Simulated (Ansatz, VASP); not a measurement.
# Cross-check of SrTiO3 (Tausonite) between VASP and Ansatz, part 3 of 3

Wanted: the spread between two codes on one cell, functional and k mesh. The cell is taken from a series of runs on this material, whose earlier steps may have relaxed, scaled, displaced or heated it; both programs get it as it stands.

VASP 6.6.1 and Ansatz 0.2.0.

So far: Set-up; VASP: elastic constants, LDA; Ansatz: elastic constants, LDA; Differences; VASP: elastic constants, PBEsol; Ansatz: elastic constants, PBEsol.

## (8) Ansatz: elastic constants, PBEsol, DFT+U

Level of this step: Ansatz beside VASP: Kohn-Sham DFT, plane waves, PBEsol, DFT+U (Ansatz).

Elastic constants are differences of stresses under small strains, so they test the stress and the mesh. The cell compared in this pair holds 59.42 Å³, against 58.92 Å³ for the pair before.

The cell is taken from a series of runs on this material, whose earlier steps may have relaxed, scaled, displaced or heated it; both programs get it as it stands.

Contents of input.yaml:

```yaml
crystal:
  lattice:
    - [3.9021216925, 0.0, 0.0]
    - [0.0, 3.9021216925, 0.0]
    - [0.0, 0.0, 3.9021216925]
  atoms:
    - { symbol: Sr, position: [0.5, 0.5, 0.5] }
    - { symbol: Ti, position: [0.0, 0.0, 0.0] }
    - { symbol: O, position: [0.5, 0.0, 0.0] }
    - { symbol: O, position: [0.0, 0.5, 0.0] }
    - { symbol: O, position: [0.0, 0.0, 0.5] }
kpoints:
  mp_grid: { grid: [6, 6, 6] }
hamiltonian:
  xc: pbesol
  hubbard: { sites: [{ species: Ti, l: d, u_eff: 4.0 }] }
scf:
  occupations: { method: gaussian, width: 0.02 }
output:
  forces: true
  stress: true
  eigenvalues: true
elastic:
  mode: relaxed_ion
  stencil: two_point
```

Started as:

```console
$ ansatz run input.yaml --threads 8 --pin off --max-ram 16384MiB --backend cpu --events-out ev --progress --plain --runs-dir out
```

Numbers of over 12 decimals in the logs are rounded to 6 here.

The log of the run:

```text
Sr: projections on atomic orbitals take those of the free atom [Ar 3d10] 4s2 4p6 5s2, of charge +0.00 (hamiltonian.pseudopotentials.projection_atoms); the dataset's partial waves leave at most 2.8e-6 of an orbital's norm unspanned inside its sphere
[...]
2.000e-3       0.6816       -7653.7293149       8   17441   1189   relax 0 steps, max|allowed force component| 1.03e-30 eV/Å
[...]
δ    σ_23 (GPa)             F (eV)   n_scf  n_hpsi   n_pw
    -2.000e-3      -0.2284       -7653.7294886       9   26450   1189   relax 0 steps, max|allowed force component| 3.05e-29 eV/Å
     2.000e-3       0.2284       -7653.7294886       7   21457   1189   relax 0 steps, max|allowed force component| 2.77e-29 eV/Å
[key lines of the parts left out:]
SCF converged after 13 iterations
Free energy (F): -7653.729717 eV
Fermi energy:    11.217339 eV
P = ⅓ Tr σ = -0.0013 GPa (-0.013 kbar)
```

## (9) VASP: elastic constants, PBEsol, DFT+U

The same cell, functional, mesh and smearing now go to VASP, with its own data sets.

Contents of INCAR:

```
SYSTEM = SrTiO3
PREC = Accurate
ENCUT = 600
EDIFF = 1E-08
NELM = 200
ISMEAR = 0
SIGMA = 0.02
LREAL = .FALSE.
ALGO = Normal
GGA = PS
NBANDS = 26
LDAU = .TRUE.
LDAUTYPE = 2
LDAUL = -1 2 -1
LDAUU = 0 4 0
LDAUJ = 0 0 0
LDAUPRINT = 1
LASPH = .TRUE.
LMAXMIX = 4
LORBIT = 11
LWAVE = .FALSE.
LCHARG = .FALSE.
ISIF = 3
IBRION = 6
NFREE = 2
POTIM = 0.015
NSW = 1
GGA_COMPAT = .FALSE.
EFERMI = MIDGAP
KPAR = 2
```

Contents of POSCAR:

```
SrTiO3
1.0
    3.9021216925      0.0000000000      0.0000000000
    0.0000000000      3.9021216925      0.0000000000
    0.0000000000      0.0000000000      3.9021216925
Sr Ti O
1 1 3
Direct
    0.5000000000      0.5000000000      0.5000000000
    0.0000000000      0.0000000000      0.0000000000
    0.5000000000      0.0000000000      0.0000000000
    0.0000000000      0.5000000000      0.0000000000
    0.0000000000      0.0000000000      0.5000000000
```

Contents of KPOINTS:

```
Automatic mesh
0
Gamma
6 6 6
0 0 0
```

Potentials, in the order of the species: Sr_sv, Ti_sv and O (PBE family, release 64).

Started as:

```console
$ mpirun -np 2 vasp_std
```

The log of the run:

```text
[banner, memory and clock lines left out]
running    2 mpi-ranks, on    1 nodes
[...]
[... a notice as in an earlier step ...]

 LDA part: xc-table for (Slater+PW92), standard interpolation
 POSCAR, INCAR and KPOINTS ok, starting setup
[...]
entering main loop
       N       E                     dE             d eps       ncg     rms          rms(c)
DAV:   1     0.474304585331E+03    0.47430E+03   -0.22714E+04  1040   0.187E+03
DAV:   2    -0.263286277928E+01   -0.47694E+03   -0.46050E+03  1230   0.483E+02
DAV:   3    -0.473977966847E+02   -0.44765E+02   -0.44540E+02  1242   0.148E+02
DAV:   4    -0.497754194452E+02   -0.23776E+01   -0.23738E+01  1744   0.291E+01
[...]
DAV:  18    -0.392572596279E+02    0.85386E-07   -0.27509E-07  1434   0.521E-03    0.328E-04
DAV:  19    -0.392572596145E+02    0.13400E-07   -0.11506E-08   850   0.100E-03    0.243E-04
DAV:  20    -0.392572596103E+02    0.42182E-08   -0.25508E-09   664   0.519E-04
   1 F= -.39257260E+02 E0= -.39257260E+02  d E =0.000000E+00
[... from here on, the cycles between the ionic steps are left out ...]
   2 F= -.39258891E+02 E0= -.39258891E+02  d E =0.000000E+00
  13 F= -.39252533E+02 E0= -.39252533E+02  d E =0.000000E+00
  14 F= -.39256846E+02 E0= -.39256846E+02  d E =0.000000E+00
  15 F= -.39256846E+02 E0= -.39256846E+02  d E =0.000000E+00
  16 F= -.39256277E+02 E0= -.39256277E+02  d E =0.000000E+00
  17 F= -.39256277E+02 E0= -.39256277E+02  d E =0.000000E+00
  18 F= -.39255394E+02 E0= -.39255394E+02  d E =0.000000E+00
  19 F= -.39255394E+02 E0= -.39255394E+02  d E =0.000000E+00
  20 F= -.39256812E+02 E0= -.39256812E+02  d E =0.000000E+00
  21 F= -.39256812E+02 E0= -.39256812E+02  d E =0.000000E+00
 Finite differences progress:
  Degree of freedom:  10/ 10
  Displacement:        2/  2
  Total:              20/ 20
```

From OUTCAR (step 9):

```text
[... 1 part as in an earlier step ...]

[... 1 further part left out ...]
[key lines of the parts left out:]
E-fermi :   5.3392
```

Levels, forces or a CONTCAR printed for this step are those of its last displaced cell, not of the structure at rest.

## (10) Differences

What differs besides the data sets and the points named for the pairs above, as far as they apply: U acts on the PAW sphere in VASP and on atomic orbitals in Ansatz, so only states and trends compare. Total energies have different zeros and are not compared.

Both answers:

| quantity | Ansatz | VASP | difference |
| --- | --- | --- | --- |
| C11 (GPa) | 343.6 | 367.0 | -6.38 % |
| C22 (GPa) | 343.6 | 367.0 | -6.38 % |
| C33 (GPa) | 343.6 | 367.0 | -6.38 % |
| C12 (GPa) | 103.4 | 100.3 | +3.14 % |
| C13 (GPa) | 103.4 | 100.3 | +3.14 % |
| C23 (GPa) | 103.4 | 100.3 | +3.14 % |
| C44 (GPa) | 114.2 | 113.3 | +0.78 % |
| C55 (GPa) | 114.2 | 113.3 | +0.78 % |
| C66 (GPa) | 114.2 | 113.3 | +0.78 % |

## (11) What came out

| Item | Value |
| --- | --- |
| difference in C11 (elastic constants, LDA) | -1.6 % |
| difference in C11 (elastic constants, PBEsol) | -0.63 % |
| difference in C11 (elastic constants, PBEsol, DFT+U) | -6.4 % |

**Reading.** The difference in C11 is -6.4 % (elastic constants, PBEsol, DFT+U). What causes the difference of the elastic constants, PBEsol, DFT+U pair stays open here. How closely two codes agree says nothing of how well the functional describes the real material.

[Lines on the potential files, build, host, timing and source positions are cut from VASP's logs without a mark.]

[Logs are printed without paths, hosts, clocks, repeated set-up lines and the standing remarks that a program may print on its own settings, such as how far it seeks lower states.]

[Hosts, paths, dates, database ids (printed as entryN), source tags and the programs' standing remarks are cut or masked in the printed files.]
